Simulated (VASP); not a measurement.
Consider the following.

```
CELL_PARAMETERS angstrom
      5.76200     0.00000     0.00000
     -2.88100     4.99004     0.00000
      0.00000     0.00000     4.44200
ATOMIC_POSITIONS crystal
  Rb 0.00000 0.00000 0.00000
  Au 0.33333 0.66667 0.00000
  Au 0.66667 0.33333 0.00000
  Au 0.50000 0.00000 0.50000
  Au 0.50000 0.50000 0.50000
  Au 0.00000 0.50000 0.50000
```

All values below come from PBEsol GGA, VASP's PBE PAW potentials (set 64) (plane waves; VASP 6.6.1). Settings: 300 eV cut-off, 5×5×5 Γ-centred mesh, Fermi-Dirac smearing of 0.050 eV, potentials Rb_sv Au.

Unless said otherwise, spin-orbit coupling is left out, though it shifts the bands of the heavy elements here.

**Question.** Estimate the energy per atom (σ→0), band gap (on the k-mesh) with the smallest direct gap where there is one.

**Answer.** 
```yaml
band gap (on the k-mesh): none (metal, semimetal or under 0.01 eV)
energy per atom (σ→0): -346.9 kJ/mol of atoms
```

Only differences to runs with the same potentials and settings are physical.

The structure comes from a measured RbAu5 entry (P6/mmm) of the Crystallography Open Database, whose conditions weren't checked. The cell was not relaxed at this level.
